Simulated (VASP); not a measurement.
Crystal: SiC3.

```
C Si
1.0
     2.79640    0.00000    0.00000
     0.00000    2.79640    0.00000
     0.00000    0.00000    4.09004
C Si
3 1
Cartesian
  1.3982 0.0000 3.2159
  1.3982 1.3982 0.0000
  0.0000 1.3982 0.8742
  0.0000 0.0000 2.0450
```

The cell was built by a generator and needn't be a form met in nature.

Base run:

- Program: VASP 6.6.1
- Functional: HSE06
- Potentials or basis: VASP PAW PBE potentials, release 64 (C, Si)
- Cutoff: 520 eV
- k mesh: 6 × 6 × 4
- Occupations: gaussian, width 0.01 eV
- Spin: no spin polarisation

Its results: band gap on the k mesh 2.61 eV, indirect (least direct gap 2.89 eV); pressure -3.4 GPa; largest force 0.248 eV/Å.

Q: The run is repeated on the same cell with these changes: functional from HSE06 to PBE0. What comes out?

A: Band gap on the k mesh 3.35 eV, indirect (least direct gap 3.65 eV); pressure -3.6 GPa; largest force 0.246 eV/Å.

Caveats: the PAW data sets were made with another functional, which shifts forces and pressure a little.

A k mesh can miss the band edges.
